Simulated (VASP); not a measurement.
Given:

```
CELL_PARAMETERS angstrom
      3.86541    -2.15049    -0.02771
      3.86541     2.15049    -0.02771
      2.69434     0.00000     3.50817
ATOMIC_POSITIONS crystal
  Sb 0.23603 0.23603 0.23603
  Sb 0.76397 0.76397 0.76397
```

Method: LDA (Ceperley-Alder, Perdew-Zunger), VASP's LDA PAW potentials (set 64) (plane waves; VASP). Settings: 520 eV cut-off, Gaussian smearing of 0.050 eV, potentials Sb.

Unless said otherwise, spin-orbit coupling is left out, though it shifts the bands of the heavy elements here.

Question: Give the energies of bands 2 to 8 at the high-symmetry points, in eV from the valence-band maximum.

Answer: 
| band | Γ | T | H2 | L | S0 | F |
|---|---|---|---|---|---|---|
| 2 | -4.43 | -8.96 | -8.89 | -9.54 | -8.92 | -7.68 |
| 3 | -1.73 | -1.01 | -4.85 | -1.52 | -5.17 | -5.38 |
| 4 | -1.58 | -1.01 | -4.73 | -1.33 | -2.96 | -3.56 |
| 5 | -1.58 | -0.22 | -0.31 | -0.04 | -2.66 | -3.52 |
| 6 | 2.60 | 0.20 | 0.86 | 0.08 | 3.13 | 1.84 |
| 7 | 3.09 | 0.20 | 4.92 | 0.48 | 3.65 | 5.36 |
| 8 | 3.09 | 1.23 | 4.97 | 0.55 | 4.30 | 5.77 |

The gap is indirect, 0.08 eV, from the valence maximum at T-H2 at 0.09 to the conduction minimum at L.

The compound is Sb in the a7 structure. It was relaxed first.
